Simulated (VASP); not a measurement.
# HfTeSe5 (P3m1) in VASP: elastic constants with PBE

Aim: the elastic constants of HfTeSe5 with PBE.

Everything below comes from runs of VASP 6.6.1. Logs are shortened: lines on timing, memory, paths and dates and some standing lists are left out, and cuts for length are marked.

**1. The crystal as given**

The structure is trigonal, space group P3m1 (No. 156). Conventional cell: a = 3.775 Å, b = 3.775 Å, c = 16.358 Å, α = 90.00°, β = 90.00°, γ = 120.00°. Hf (site symmetry 3m) has 6 Se at 2.68 to 2.69 Å as nearest neighbours. Around Te (site symmetry 3m) lie 6 Se at 2.85 to 2.94 Å. Se (site symmetry 3m) has 3 Hf at 2.69 Å as nearest neighbours. Around Se (site symmetry 3m) lie 3 Hf at 2.68 Å. Se (site symmetry 3m) is surrounded by 3 Se at 2.83 Å and 3 Te at 2.94 Å. Se (site symmetry 3m) is surrounded by 3 Te at 2.85 Å. Around Se (site symmetry 3m) lie 3 Se at 2.83 Å.

The cell was built by a generator and needn't be a form met in nature.

**2. Elastic constants, PBE**

Input file POSCAR:

```
HfTeSe5
1.0
    3.7751670000      0.0000000000      0.0000000000
   -1.8875840000      3.2693910000      0.0000000000
    0.0000000000      0.0000000000     16.3576000000
Hf Te Se
1 1 5
Direct
    0.0000000000      0.0000000000      0.9930040000
    0.0000000000      0.0000000000      0.4204610000
    0.3333330000      0.6666670000      0.0893240000
    0.6666670000      0.3333330000      0.8972070000
    0.3333330000      0.6666670000      0.5406860000
    0.6666670000      0.3333330000      0.3082760000
    0.0000000000      0.0000000000      0.6510400000
```

Input file INCAR.step1:

```
ALGO = Normal
EDIFF = 1E-8
EDIFFG = -0.002
ENCUT = 520
GGA = PE
IBRION = 2
ISIF = 3
ISMEAR = 0
KPAR = 8
LASPH = True
LCHARG = False
LREAL = False
LWAVE = False
NELM = 100
NSW = 40
PREC = Accurate
SIGMA = 0.1
```

Input file INCAR.step2:

```
ALGO = Normal
EDIFF = 1E-8
ENCUT = 520
GGA = PE
IBRION = 6
ISIF = 3
ISMEAR = 0
KPAR = 8
LASPH = True
LCHARG = False
LREAL = False
LWAVE = False
NELM = 100
NFREE = 2
NSW = 1
POTIM = 0.015
PREC = Accurate
SIGMA = 0.1
```

Input file KPOINTS:

```
k-points
0
Gamma
  7 7 2
```

Potentials or basis: VASP PAW PBE potentials, release 64 (Hf_pv, Te, Se).

Started as:

```sh
cat potpaw_PBE.64/Hf_pv/POTCAR potpaw_PBE.64/Te/POTCAR potpaw_PBE.64/Se/POTCAR > POTCAR
cp INCAR.step1 INCAR
mpirun -np 8 vasp_std > vasp.out
cp CONTCAR POSCAR
cp INCAR.step2 INCAR
mpirun -np 8 vasp_std > vasp.out
```

OUTCAR:

```text
EDIFF = 1E-8
   ENCUT = 520
   GGA = PE
   IBRION = 6
   ISIF = 3
   ISMEAR = 0
   LASPH = True
   LREAL = False
   NELM = 100
   NFREE = 2
   NSW = 1
   POTIM = 0.015
   PREC = Accurate

 ion  position               nearest neighbor table
   1  0.000  0.000  0.989-   4 2.68   4 2.68   4 2.68   3 2.69   3 2.69   3 2.69
   2  0.000  0.000  0.423-   6 2.85   6 2.85   6 2.85   5 2.93   5 2.93   5 2.93
   3  0.333  0.667  0.086-   1 2.69   1 2.69   1 2.69
   4  0.667  0.333  0.893-   1 2.68   1 2.68   1 2.68
   5  0.333  0.667  0.544-   2 2.93   2 2.93   2 2.93
   6  0.667  0.333  0.310-   2 2.85   2 2.85   2 2.85
   7  0.000  0.000  0.655-

  LATTYP: Found a hexagonal cell.
 ALAT       =     3.7722479812
 C/A-ratio  =     4.3116505591

  Lattice vectors:

 A1 = (   3.7722479812,   0.0000000005,   0.0000000000)
 A2 = (  -1.8861244898,   3.2668630542,  -0.0000000000)
 A3 = (   0.0000000000,   0.0000000000,  16.2646151174)

Analysis of symmetry for initial positions (statically):
=====================================================================
 Subroutine PRICEL returns:
 Original cell was already a primitive cell.

 Routine SETGRP: Setting up the symmetry group for a
 hexagonal supercell.

 Subroutine GETGRP returns: Found  6 space group operations
 (whereof  6 operations were pure point group operations)
 out of a pool of 24 trial point group operations.

The static configuration has the point symmetry C_3v.

Analysis of symmetry for dynamics (positions and initial velocities):
=====================================================================
 Subroutine PRICEL returns:
 Original cell was already a primitive cell.

 Routine SETGRP: Setting up the symmetry group for a
 hexagonal supercell.

 Subroutine GETGRP returns: Found  6 space group operations
 (whereof  6 operations were pure point group operations)
 out of a pool of 24 trial point group operations.

The dynamic configuration has the point symmetry C_3v.

 Subroutine INISYM returns: Found  6 space group operations
 (whereof  6 operations are pure point group operations),
 and found     1 'primitive' translations

----------------------------------------------------------------------------------------

                                     Primitive cell

  volume of cell :     200.4356

  direct lattice vectors                    reciprocal lattice vectors
     3.772247981  0.000000000  0.000000000     0.265093919  0.153052064 -0.000000000
    -1.886124490  3.266863054 -0.000000000    -0.000000000  0.306104046 -0.000000000
     0.000000000  0.000000000 16.264615117    -0.000000000  0.000000000  0.061483164

  length of vectors
     3.772247981  3.772248641 16.264615117     0.306104100  0.306104046  0.061483164

  position of ions in fractional coordinates (direct lattice)
     0.000000000  0.000000000  0.989269380
     0.000000000  0.000000000  0.422793642
     0.333333000  0.666667000  0.086184623
     0.666667000  0.333333000  0.892901672
     0.333333000  0.666667000  0.543703159
     0.666667000  0.333333000  0.309707014
     0.000000000  0.000000000  0.655438510

  ion indices of the primitive-cell ions
   primitive index   ion index
                 1           1
                 2           2
                 3           3
                 4           4
                 5           5
                 6           6
                 7           7

----------------------------------------------------------------------------------------

 KPOINTS: k-points

Automatic generation of k-mesh.
 Grid dimensions read from file:
 generate k-points for:    7    7    2

 Generating k-lattice:

  Cartesian coordinates                     Fractional coordinates (reciprocal lattice)
     0.037870560  0.021864581 -0.000000000     0.142857143  0.000000000 -0.000000000
[... 59 lines left out ...]
   TEBEG  =    0.0;   TEEND  =   0.0 temperature during run
   PSTRESS=    0.0 pullay stress
   NELECT =      46.0000    total number of electrons
   NUPDOWN=      -1.0000    fix difference up-down
   EMIN   =  10.00;   EMAX   =-10.00  energy-range for DOS
   EFERMI =   0.00;   METHOD = LEGACY
   ISMEAR =     0;   SIGMA  =   0.10  broadening in eV -4-tet -1-fermi 0-gaus
   EFERMI_NEDOS =   21; number of points for ismear=-14 and -15
   IALGO  =     38    algorithm
   IMIX   =      4    mixing-type and parameters
     AMIX     =   0.40;   BMIX     =  1.00
     AMIX_MAG =   1.60;   BMIX_MAG =  1.00
  volume/ion in A,a.u.               =      28.63       193.23
  Fermi-wavevector in a.u.,A,eV,Ry     =   1.002311  1.894093 13.668782  1.004627
  Thomas-Fermi vector in A             =   2.134790
   LORBIT       =      0    0 simple, 1 ext, 2 COOP (PROOUT), +10 PAW based schemes
   GGA     = PE    functional components
   LHFCALC =     F    Hartree Fock is set to
   AEXX    =    0.0000 exact exchange contribution
   IVDW    =     0    specifies the selected vdW correction
   LEPSILON=     F    determine dielectric tensor
   LRPA    =     F    only Hartree local field effects (RPA)
 finite differences with symmetry
 non-spin polarized calculation
 Gauss-broadening in eV      SIGMA  =   0.10
  energy-cutoff  :      520.00
  volume of cell :      200.44
 maximum number of plane-waves:      5418
 NGX is ok and might be reduce to    28
   NGX = 13   NGY = 13   NGZ = 61

--------------------------------------- Ionic step        1  -------------------------------------------

 number of electron      46.0000001 magnetization

 Free energy of the ion-electron system (eV)
  ---------------------------------------------------
  ext. energy  EPLUGINS =         0.00000000
  ---------------------------------------------------
  free energy    TOTEN  =       -32.89289784 eV

  energy without entropy =      -32.86341906  energy(sigma->0) =      -32.87815845

------------------------ aborting loop because EDIFF is reached ----------------------------------------

  FORCE on cell =-STRESS in cart. coord.  units (eV):
  Direction    XX          YY          ZZ          XY          YZ          ZX
  --------------------------------------------------------------------------------------
  -------------------------------------------------------------------------------------
  Total       -0.0004638     -0.0004638      0.0012068      0.0000000      0.0000000     -0.0000000
  in kB       -0.0037077     -0.0037077      0.0096466      0.0000000      0.0000000     -0.0000000
  external PRESSURE =       0.0007438 kB  Pullay stress =       0.0000000 kB
[... 104 lines left out ...]
  FREE ENERGIE OF THE ION-ELECTRON SYSTEM (eV)
  ---------------------------------------------------
  free  energy   TOTEN  =       -32.8814897326 eV

  energy  without entropy=      -32.8529987803  energy(sigma->0) =      -32.86724426

[... ionic steps 4 to 38 ...]

--------------------------------------- Ionic step       39  -------------------------------------------

 number of electron      46.0000001 magnetization

------------------------ aborting loop because EDIFF is reached ----------------------------------------
[... 77 lines left out ...]
--------------------------------------- Ionic step       41  -------------------------------------------

 number of electron      46.0000001 magnetization

 Free energy of the ion-electron system (eV)
  ---------------------------------------------------
  ext. energy  EPLUGINS =         0.00000000
  ---------------------------------------------------
  free energy    TOTEN  =       -32.89252951 eV

  energy without entropy =      -32.86323817  energy(sigma->0) =      -32.87788384

 E-fermi :   3.1744     XC(G=0):  -8.8883

 val. band max:        3.1727118744   @ k =   0.4286   0.1429  -0.0000
 cond. band min:       3.1867362108   @ k =   0.2857   0.0000   0.0000
 fundamental gap:      0.0140243364
 Fermi energy:         3.1743932934

 k-point     1 :       0.0000    0.0000    0.0000
  band No.  band energies     occupation
      1     -28.4196      2.00000
      2     -28.3522      2.00000
      3     -28.3522      2.00000
      4     -12.2601      2.00000
      5     -11.0626      2.00000
      6     -10.3685      2.00000
[... 503 lines left out ...]
  FREE ENERGIE OF THE ION-ELECTRON SYSTEM (eV)
  ---------------------------------------------------
  free  energy   TOTEN  =       -32.8925295096 eV

  energy  without entropy=      -32.8632381723  energy(sigma->0) =      -32.87788384

 INTERNAL STRAIN TENSORS FROM STRAINED CELLS
 ============================================

 INTERNAL STRAIN TENSOR FOR ION    1 for displacements in x,y,z  (eV/Angst):
          X           Y           Z          XY          YZ          ZX
  --------------------------------------------------------------------------------
  x    -0.00000     0.00000     0.00000     0.11562     0.00000    -0.13603
  y     0.11471    -0.11259     0.00000    -0.00000    -0.13459     0.00000
  z    -0.10166    -0.10145     0.37285    -0.00008    -0.00153    -0.00026

 INTERNAL STRAIN TENSORS FROM DISPLACED ATOMS
 ============================================

 INTERNAL STRAIN TENSOR FOR ION    1 for displacements in x,y,z  (eV/Angst):
          X           Y           Z          XY          YZ          ZX
  --------------------------------------------------------------------------------
  x    -0.00000     0.00000     0.00000     0.11411     0.00000    -0.13355
  y     0.11411    -0.11411     0.00000     0.00000    -0.13355     0.00000
  z    -0.09615    -0.09615     0.38151     0.00000     0.00000     0.00000

 INTERNAL STRAIN TENSOR FOR ION    7 for displacements in x,y,z  (eV/Angst):
          X           Y           Z          XY          YZ          ZX
  --------------------------------------------------------------------------------
  x     0.00000    -0.00000    -0.00000    -0.54000    -0.00000     2.58246
  y    -0.54000     0.54000    -0.00000    -0.00000     2.58246    -0.00000
  z    -4.66117    -4.66117    -8.67159     0.00000    -0.00000    -0.00000

 Eigenvectors and eigenvalues of the dynamical matrix
 ----------------------------------------------------

   1 f  =    6.479433 THz    40.711480 2PiTHz  216.130629 cm-1    26.796771 meV
             X         Y         Z           dx          dy          dz
      0.000000  0.000000 16.090086     0.000000    0.000000    0.685079
      0.000000  0.000000  6.876576    -0.000000   -0.000000   -0.020843
     -0.000002  2.177910  1.401760    -0.000000   -0.000000   -0.509382
      1.886126  1.088953 14.522702    -0.000000   -0.000000   -0.519683
     -0.000002  2.177910  8.843123     0.000000   -0.000000   -0.007687
      1.886126  1.088953  5.037265     0.000000    0.000000    0.022943
      0.000000  0.000000 10.660455     0.000000    0.000000    0.010297
[... 191 lines left out ...]
  21 f/i=    2.652885 THz    16.668567 2PiTHz   88.490714 cm-1    10.971445 meV
             X         Y         Z           dx          dy          dz
      0.000000  0.000000 16.090086     0.000604   -0.001405    0.000000
      0.000000  0.000000  6.876576    -0.004304    0.010017    0.000000
     -0.000002  2.177910  1.401760     0.000651   -0.001514   -0.000000
      1.886126  1.088953 14.522702     0.001437   -0.003345    0.000000
     -0.000002  2.177910  8.843123     0.219276   -0.510371    0.000000
      1.886126  1.088953  5.037265     0.096924   -0.225594    0.000000
      0.000000  0.000000 10.660455    -0.313575    0.729854    0.000000

--------------------------------------------------------------------------------------------------------

 ELASTIC MODULI CONTR FROM IONIC RELAXATION (kBar)
 Direction    XX          YY          ZZ          XY          YZ          ZX
 --------------------------------------------------------------------------------
 XX        -320.1165   -178.3777   -461.8931      0.0000    158.8805     -0.0001
 YY        -178.3777   -320.1167   -461.8932      0.0000   -158.8805      0.0000
 ZZ        -461.8931   -461.8932   -865.5008      0.0001     -0.0000     -0.0000
 XY           0.0000      0.0000      0.0001    -70.8694      0.0000    158.8803
 YZ         158.8805   -158.8805     -0.0000      0.0000   -386.4733      0.0001
 ZX          -0.0001      0.0000     -0.0000    158.8803      0.0001   -386.4723
 --------------------------------------------------------------------------------

 TOTAL ELASTIC MODULI (kBar)
 Direction    XX          YY          ZZ          XY          YZ          ZX
 --------------------------------------------------------------------------------
 XX         467.6100    275.7638     10.8933     -0.0001     40.8152     -0.0000
 YY         275.7638    467.6103     10.8933     -0.0001    -40.8153      0.0000
 ZZ          10.8933     10.8933     40.5633     -0.0000      0.0000      0.0000
 XY          -0.0001     -0.0001     -0.0000     95.9232      0.0000     40.8152
 YZ          40.8152    -40.8153      0.0000      0.0000   -118.9922      0.0000
 ZX          -0.0000      0.0000      0.0000     40.8152      0.0000   -118.9917
 --------------------------------------------------------------------------------
```

Run time: 19 min. Hardware: 8 MPI ranks of Intel Xeon Platinum 8559C (Emerald Rapids), shared host; peak memory 0.68 GiB.

What came out:

```yaml
Relaxed_volume: 28.63 Å³/atom
Relaxed_cell: a = 3.772 Å, b = 3.772 Å, c = 16.265 Å, α = 90.00°, β = 90.00°, γ = 120.00°
Space_group_after_relaxing_to_0.05_Å: P3m1 (No. 156)
Voigt_bulk_modulus: 17 GPa
Highest_phonon_frequency_at_Γ_LO-TO_splitting_left_out: 216 cm⁻¹
Most_unstable_mode: 88i cm⁻¹
```

The path:
| step | energy change (eV) | largest force (eV/Å) | pressure (GPa) | volume (Å³) |
| --- | --- | --- | --- | --- |
| 1 | 0.0000 | 0.0357 | 0.01 | 201.89 |
| 2 | -0.0002 | 0.0241 | -0.01 | 201.93 |
| 3 | -0.0002 | 0.0232 | -0.03 | 201.96 |
| 4 | -0.0002 | 0.0162 | 0.03 | 201.77 |
| 5 | -0.0002 | 0.0172 | 0.02 | 201.79 |
| 6 | -0.0003 | 0.0046 | 0.00 | 201.86 |
| 7 | -0.0003 | 0.0045 | 0.00 | 201.88 |
| 8 | -0.0003 | 0.0042 | 0.00 | 201.87 |
| 9 | -0.0003 | 0.0044 | 0.00 | 201.87 |
| 10 | -0.0003 | 0.0035 | 0.00 | 201.87 |
| 11 | -0.0003 | 0.0089 | 0.01 | 201.86 |
| 12 | -0.0003 | 0.0085 | 0.00 | 201.86 |
| 13 | -0.0003 | 0.0071 | 0.00 | 201.88 |
| 14 | -0.0003 | 0.0045 | -0.01 | 201.90 |
| 15 | -0.0003 | 0.0114 | -0.04 | 201.96 |
| 16 | -0.0003 | 0.0072 | -0.02 | 201.92 |
| 17 | -0.0003 | 0.0073 | -0.02 | 201.92 |
| 18 | -0.0003 | 0.0078 | -0.02 | 201.91 |
| 19 | -0.0003 | 0.0088 | -0.02 | 201.89 |
| 20 | -0.0003 | 0.0126 | -0.02 | 201.85 |
| 21 | -0.0003 | 0.0229 | -0.01 | 201.78 |
| 22 | -0.0003 | 0.0216 | -0.01 | 201.75 |
| 23 | -0.0004 | 0.0178 | 0.00 | 201.69 |
| 24 | -0.0004 | 0.0168 | 0.02 | 201.55 |
| 25 | -0.0004 | 0.0276 | 0.06 | 201.28 |
| 26 | -0.0004 | 0.0268 | 0.05 | 201.27 |
| 27 | -0.0005 | 0.0252 | 0.04 | 201.23 |
| 28 | -0.0005 | 0.0217 | 0.02 | 201.16 |
| 29 | -0.0006 | 0.0372 | -0.02 | 201.02 |
| 30 | -0.0006 | 0.0280 | -0.02 | 200.91 |
| 31 | -0.0007 | 0.0141 | -0.03 | 200.59 |
| 32 | -0.0007 | 0.0165 | -0.03 | 200.53 |
| 33 | -0.0007 | 0.0089 | 0.01 | 200.40 |
| 34 | -0.0007 | 0.0082 | 0.02 | 200.38 |
| 35 | -0.0007 | 0.0050 | 0.01 | 200.40 |
| 36 | -0.0007 | 0.0041 | 0.00 | 200.43 |
| 37 | -0.0008 | 0.0023 | 0.00 | 200.43 |
| 38 | -0.0008 | 0.0014 | 0.00 | 200.44 |

Final structure:
```
Hf Te Se
1.0
     3.77225    0.00000    0.00000
    -1.88612    3.26686    0.00000
     0.00000    0.00000   16.26462
Hf Te Se
1 1 5
Direct
  0.00000 0.00000 0.98927
  0.00000 0.00000 0.42279
  0.33333 0.66667 0.08618
  0.66667 0.33333 0.89290
  0.33333 0.66667 0.54370
  0.66667 0.33333 0.30971
  0.00000 0.00000 0.65544
```

Phonon frequencies in cm⁻¹ (negative: imaginary):
| q point | frequencies |
| --- | --- |
| (0.000, 0.000, 0.000) | -88 -88 -56 -56 -4 -4 0 0 0 12 70 70 86 86 99 143 143 146 189 206 216 |

Elastic tensor in Voigt notation (GPa, in the Cartesian axes of the cell as first typed):
```
 47  28   1   4   0   0
 28  47   1  -4   0   0
  1   1   4   0   0   0
  4  -4   0 -12   0   0
  0   0   0   0 -12   4
  0   0   0   0   4  10
```

Clamped-ion elastic tensor (GPa):
```
 79  45  47 -12   0   0
 45  79  47  12   0   0
 47  47  91   0   0   0
-12  12   0  27   0   0
  0   0   0   0  27 -12
  0   0   0   0 -12  17
```

Caveat: some modes are imaginary; the elastic tensor has a negative eigenvalue, so either the cell is unstable as it stands or the mesh is too thin; this functional lacks dispersion, which binds the layers, so the pressure and a relaxed spacing across them are unreliable. Spin-orbit coupling is left out, which matters for the levels of Hf, Te.
